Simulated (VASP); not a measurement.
An input for Ansatz (written as the equivalent of a VASP run, and not itself run):

Ansatz 0.2 input:
```yaml
crystal:
  lattice:
    - [0.0000000, 2.4900000, 2.4900000]
    - [2.4900000, 0.0000000, 2.4900000]
    - [2.4900000, 2.4900000, 0.0000000]
  atoms:
    - { symbol: O, position: [-0.0107240, 0.0153260, -0.0049410] }
    - { symbol: Al, position: [0.2475180, 0.2429420, 0.2540780] }
    - { symbol: Al, position: [0.7632060, 0.7417310, 0.7508620] }
kpoints:
  mp_grid: { grid: [11, 11, 11] }
hamiltonian:
  xc: lda
  pseudopotentials: { kind: paw }
scf:
  occupations: { method: fermi_dirac, width: 0.1 }
  max_iter: 100
output: { forces: true, stress: true, eigenvalues: true }
```

**Question.** Translate this input to VASP (INCAR, KPOINTS, POSCAR, choice of POTCAR).

**Answer.** This is not unique; one that fits is 
**KPOINTS**
```
Automatic mesh
0
Gamma
11 11 11
0 0 0
```

INCAR:
```
SYSTEM = Al2O
PREC = Accurate
ENCUT = 400
EDIFF = 1E-6
NELM = 100
ALGO = Normal
LREAL = .FALSE.
LASPH = .TRUE.
ISMEAR = -1
SIGMA = 0.1
LWAVE = .FALSE.
LCHARG = .FALSE.
ISIF = 2
```

### POSCAR
```
Al2O
1
    0.0000000000     2.4900000000     2.4900000000
    2.4900000000     0.0000000000     2.4900000000
    2.4900000000     2.4900000000     0.0000000000
O Al
1 2
Direct
 -0.0107240000   0.0153260000  -0.0049410000
  0.2475180000   0.2429420000   0.2540780000
  0.7632060000   0.7417310000   0.7508620000
```

POTCAR, in this order: O Al (LDA.64 set). Program: vasp_std.

What does not carry over: each code has its own PAW files, so the cut-off isn't converted (ENCUT is set for VASP's; basis.ecutwfc is left out, and Ansatz then takes the one that its files recommend); Ansatz stops its SCF on the density residual and VASP on the energy change (EDIFF); Ansatz's lda is the Perdew-Wang form, while the LDA potentials of VASP carry Perdew-Zunger's.

The structure comes from a measured Al2O entry (Fm-3m) of the Crystallography Open Database, whose conditions weren't checked. The cell was not relaxed at this level, atoms are displaced from their ideal sites.
